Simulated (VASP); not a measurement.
# CsCu6 (Pm-3m) in VASP: single point with PBE

Aim: the single point of CsCu6 with PBE.

Everything below comes from runs of VASP 6.6.1. Logs are shortened: lines on timing, memory, paths and dates and some standing lists are left out, and cuts for length are marked.

**1. The cell of the first run**

It takes space group Pm-3m (No. 221, cubic). Conventional cell: a = 5.757 Å, b = 5.757 Å, c = 5.757 Å, α = 90.00°, β = 90.00°, γ = 90.00°. Cs (site symmetry m-3m) is surrounded by 24 Cu at 4.23 Å. Around Cu (site symmetry 4mm) lie 5 Cu at 2.32 to 2.43 Å.

The cell was built by a generator and needn't be a form met in nature.

**2. Single point, PBE (species swapped into the YbB6 type (Pm-3m, No. 221))**

INCAR reads:

```
PREC = Accurate
ENCUT = 520
EDIFF = 1E-7
ISMEAR = 0
SIGMA = 0.1
LREAL = False
LASPH = True
NELM = 100
ALGO = Fast
ISIF = 2
LWAVE = False
LCHARG = True
GGA = PE
LELF = True
LVHAR = True
NBANDS = 46
```

KPOINTS reads:

```
Automatic mesh
0
Gamma
  8 8 8
```

POSCAR reads:

```
CsCu6
1.0
    5.7567106879      0.0000000000      0.0000000000
    0.0000000000      5.7567106879      0.0000000000
    0.0000000000      0.0000000000      5.7567106879
Cs Cu
1 6
Direct
    0.0000000000      0.0000000000      0.0000000000
    0.2018339895      0.5000000000      0.5000000000
    0.5000000000      0.2018339895      0.5000000000
    0.7981660105      0.5000000000      0.5000000000
    0.5000000000      0.7981660105      0.5000000000
    0.5000000000      0.5000000000      0.2018339895
    0.5000000000      0.5000000000      0.7981660105
```

Potentials or basis: VASP PAW PBE potentials, release 64 (Cs_sv, Cu).

The run is started by

```
$ cat potpaw_PBE.64/Cs_sv/POTCAR potpaw_PBE.64/Cu/POTCAR > POTCAR
$ mpirun -np 1 vasp_std > vasp.out
```

OUTCAR:

```text
PREC = Accurate
   ENCUT = 520
   EDIFF = 1E-7
   ISMEAR = 0
   LREAL = False
   LASPH = True
   NELM = 100
   ISIF = 2
   GGA = PE

 ion  position               nearest neighbor table
   1  0.000  0.000  0.000-
   2  0.202  0.500  0.500-   4 2.32   3 2.43   5 2.43   6 2.43   7 2.43
   3  0.500  0.202  0.500-   5 2.32   4 2.43   2 2.43   6 2.43   7 2.43
   4  0.798  0.500  0.500-   2 2.32   3 2.43   5 2.43   6 2.43   7 2.43
   5  0.500  0.798  0.500-   3 2.32   2 2.43   4 2.43   6 2.43   7 2.43
   6  0.500  0.500  0.202-   7 2.32   3 2.43   4 2.43   5 2.43   2 2.43
   7  0.500  0.500  0.798-   6 2.32   3 2.43   4 2.43   5 2.43   2 2.43

  LATTYP: Found a simple cubic cell.
 ALAT       =     5.7567106879

  Lattice vectors:

 A1 = (   5.7567106879,   0.0000000000,   0.0000000000)
 A2 = (   0.0000000000,   5.7567106879,   0.0000000000)
 A3 = (   0.0000000000,   0.0000000000,   5.7567106879)

Analysis of symmetry for initial positions (statically):
=====================================================================
 Subroutine PRICEL returns:
 Original cell was already a primitive cell.

 Routine SETGRP: Setting up the symmetry group for a
 simple cubic supercell.

 Subroutine GETGRP returns: Found 48 space group operations
 (whereof 48 operations were pure point group operations)
 out of a pool of 48 trial point group operations.

The static configuration has the point symmetry O_h .

Analysis of symmetry for dynamics (positions and initial velocities):
=====================================================================
 Subroutine PRICEL returns:
 Original cell was already a primitive cell.

 Routine SETGRP: Setting up the symmetry group for a
 simple cubic supercell.

 Subroutine GETGRP returns: Found 48 space group operations
 (whereof 48 operations were pure point group operations)
 out of a pool of 48 trial point group operations.

The dynamic configuration has the point symmetry O_h .

 Subroutine INISYM returns: Found 48 space group operations
 (whereof 48 operations are pure point group operations),
 and found     1 'primitive' translations

----------------------------------------------------------------------------------------

                                     Primitive cell

  volume of cell :     190.7758

  direct lattice vectors                    reciprocal lattice vectors
     5.756710688  0.000000000  0.000000000     0.173710310  0.000000000  0.000000000
     0.000000000  5.756710688  0.000000000     0.000000000  0.173710310  0.000000000
     0.000000000  0.000000000  5.756710688     0.000000000  0.000000000  0.173710310
[... 103 lines left out ...]
   TEBEG  =    0.0;   TEEND  =   0.0 temperature during run
   PSTRESS=    0.0 pullay stress
   NELECT =      75.0000    total number of electrons
   NUPDOWN=      -1.0000    fix difference up-down
   EMIN   =  10.00;   EMAX   =-10.00  energy-range for DOS
   EFERMI =   0.00;   METHOD = LEGACY
   ISMEAR =     0;   SIGMA  =   0.10  broadening in eV -4-tet -1-fermi 0-gaus
   EFERMI_NEDOS =   21; number of points for ismear=-14 and -15
   IALGO  =     68    algorithm
   IMIX   =      4    mixing-type and parameters
     AMIX     =   0.40;   BMIX     =  1.00
     AMIX_MAG =   1.60;   BMIX_MAG =  1.00
  volume/ion in A,a.u.               =      27.25       183.92
  Fermi-wavevector in a.u.,A,eV,Ry     =   1.199281  2.266312 19.568909  1.438274
  Thomas-Fermi vector in A             =   2.335148
   LORBIT       =      0    0 simple, 1 ext, 2 COOP (PROOUT), +10 PAW based schemes
   GGA     = PE    functional components
   LHFCALC =     F    Hartree Fock is set to
   AEXX    =    0.0000 exact exchange contribution
   IVDW    =     0    specifies the selected vdW correction
   LEPSILON=     F    determine dielectric tensor
   LRPA    =     F    only Hartree local field effects (RPA)
 non-spin polarized calculation
 RMM-DIIS sequential band-by-band and
 Gauss-broadening in eV      SIGMA  =   0.10
  energy-cutoff  :      520.00
  volume of cell :      190.78
 maximum number of plane-waves:      5216
 NGX is ok and might be reduce to    48
   NGX = 21   NGY = 21   NGZ = 21

 number of electron      74.9999947 magnetization

 Free energy of the ion-electron system (eV)
  ---------------------------------------------------
  ext. energy  EPLUGINS =         0.00000000
  ---------------------------------------------------
  free energy    TOTEN  =       -19.46829517 eV

  energy without entropy =      -19.45467462  energy(sigma->0) =      -19.46148490

 E-fermi :   1.6696     XC(G=0):  -8.4122

 val. band max:        1.6656948703   @ k =   0.5000   0.1250   0.1250
 cond. band min:       1.6829332949   @ k =   0.3750   0.3750   0.1250
 fundamental gap:      0.0172384246
 Fermi energy:         1.6696477873

 k-point     1 :       0.0000    0.0000    0.0000
  band No.  band energies     occupation
      1     -20.0824      2.00000
      2      -6.8916      2.00000
      3      -6.8916      2.00000
      4      -6.8916      2.00000
      5      -4.6647      2.00000
      6      -1.8555      2.00000
[... 1165 lines left out ...]
     45       6.9047      0.00000
     46       7.5402      0.00000

 [... further k-points ...]

------------------------ aborting loop because EDIFF is reached ----------------------------------------

  FORCE on cell =-STRESS in cart. coord.  units (eV):
  Direction    XX          YY          ZZ          XY          YZ          ZX
  --------------------------------------------------------------------------------------
  -------------------------------------------------------------------------------------
  Total        0.2332812      0.2332812      0.2332812      0.0000000      0.0000000     -0.0000000
  in kB        1.9591472      1.9591472      1.9591472      0.0000000      0.0000000     -0.0000000
  external PRESSURE =       1.9591472 kB  Pullay stress =       0.0000000 kB

 VOLUME and BASIS-vectors are now :
 -----------------------------------------------------------------------------
  energy-cutoff  :      520.00
  volume of cell :      190.78
      direct lattice vectors                 reciprocal lattice vectors
     5.756710688  0.000000000  0.000000000     0.173710310  0.000000000  0.000000000
     0.000000000  5.756710688  0.000000000     0.000000000  0.173710310  0.000000000
     0.000000000  0.000000000  5.756710688     0.000000000  0.000000000  0.173710310

 POSITION                                       TOTAL-FORCE (eV/Angst)
 -----------------------------------------------------------------------------------
      0.00000      0.00000      0.00000         0.000000     -0.000000      0.000000
      1.16190      2.87836      2.87836        -0.015600     -0.000000      0.000000
      2.87836      1.16190      2.87836         0.000000     -0.015600     -0.000000
      4.59481      2.87836      2.87836         0.015600     -0.000000     -0.000000
      2.87836      4.59481      2.87836         0.000000      0.015600      0.000000
      2.87836      2.87836      1.16190         0.000000     -0.000000     -0.015600
      2.87836      2.87836      4.59481        -0.000000     -0.000000      0.015600
 -----------------------------------------------------------------------------------
    total drift:                                0.000000      0.000000      0.000000

  FREE ENERGIE OF THE ION-ELECTRON SYSTEM (eV)
  ---------------------------------------------------
  free  energy   TOTEN  =       -19.4682951727 eV

  energy  without entropy=      -19.4546746241  energy(sigma->0) =      -19.46148490
```

OSZICAR:

```text
N       E                     dE             d eps       ncg     rms          rms(c)
DAV:   1     0.640911364193E+03    0.64091E+03   -0.32052E+04  3220   0.207E+03
DAV:   2     0.567837198614E+02   -0.58413E+03   -0.56949E+03  3236   0.407E+02
DAV:   3    -0.184650790397E+02   -0.75249E+02   -0.70814E+02  3966   0.188E+02
[... 12 lines left out ...]
RMM:  16    -0.194682932303E+02    0.53613E-05   -0.85553E-05  3611   0.974E-02    0.534E-03
RMM:  17    -0.194682961541E+02   -0.29238E-05   -0.29311E-05  3815   0.352E-02    0.109E-02
RMM:  18    -0.194682937679E+02    0.23863E-05   -0.18752E-05  3587   0.451E-02    0.172E-03
RMM:  19    -0.194682951375E+02   -0.13696E-05   -0.60523E-06  3804   0.114E-02    0.157E-03
RMM:  20    -0.194682951727E+02   -0.35214E-07   -0.71517E-07  3262   0.574E-03
   1 F= -.19468295E+02 E0= -.19461485E+02  d E =-.136205E-01
```

stdout:

```text
POSCAR found type information on POSCAR CsCu
 POSCAR found :  2 types and       7 ions
 scaLAPACK will be used
 LDA part: xc-table for (Slater+PW92), standard interpolation
 POSCAR, INCAR and KPOINTS ok, starting setup
 FFT: planning ... GRIDC
 FFT: planning ... GRID_SOFT
 FFT: planning ... GRID
 WAVECAR not read
 entering main loop
```

It took 7.6 min on 1 thread of Intel Xeon Platinum 8488C (Sapphire Rapids), shared host; peak memory 0.46 GiB.

What came out:

| Property | Result |
| --- | --- |
| Free energy | -19.4683 eV |
| Pressure | 0.2 GPa |
| Largest force | 0.016 eV/Å |
| Band gap on the k mesh | none (metal or under the smearing width) |

Forces in eV/Å, atoms in the order of the input:
```
Cs   0.000  0.000  0.000
Cu  -0.016  0.000  0.000
Cu   0.000 -0.016  0.000
Cu   0.016  0.000  0.000
Cu   0.000  0.016  0.000
Cu   0.000  0.000 -0.016
Cu   0.000  0.000  0.016
```

Levels at points of the mesh, in eV from the Fermi level:
| k point | band 35 | band 36 | band 37 | band 38 | band 39 | band 40 |
| --- | --- | --- | --- | --- | --- | --- |
| (0.00, 0.00, 0.00) | -0.95 | 0.20 | 0.20 | 0.26 | 0.26 | 0.26 |
| (0.50, 0.00, 0.00) | -1.21 | -0.95 | 0.41 | 0.76 | 0.76 | 0.81 |
| (0.50, 0.50, 0.00) | -1.14 | -1.13 | -1.11 | 0.56 | 0.59 | 1.68 |
| (0.50, 0.50, 0.50) | -1.17 | -1.12 | -1.11 | -1.11 | 1.28 | 1.28 |

Spin-orbit coupling is left out, which matters for the levels of Cs.
